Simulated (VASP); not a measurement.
Data:

```
CELL_PARAMETERS angstrom
      0.00000     2.06550     2.06550
      2.06550     0.00000     2.06550
      2.06550     2.06550     0.00000
ATOMIC_POSITIONS crystal
  Al 0.00000 0.00000 0.00000
```
Cell charge -0.5.

All values below come from PBE GGA, VASP's PBE PAW potentials (set 64) (plane waves; VASP). Settings: NELECT = 3.5, 400 eV cut-off, 14×14×14 Γ-centred mesh, Gaussian smearing of 0.050 eV, potentials Al.

The cell is charged, with a uniform compensating background.

Q: Give the stress tensor in GPa (positive for a compressed cell).

A: 
```
42.39   0.00   0.00
 0.00  42.39   0.00
 0.00   0.00  42.39
```
The pressure is its mean diagonal, 42.39 GPa.

The compound is Al in the fcc structure. The cell was not relaxed at this level. The run is one of a series of settings (ISMEAR = 0, NELECT = 3.5, SIGMA = 0.05 against the base run), some of them coarse on purpose.
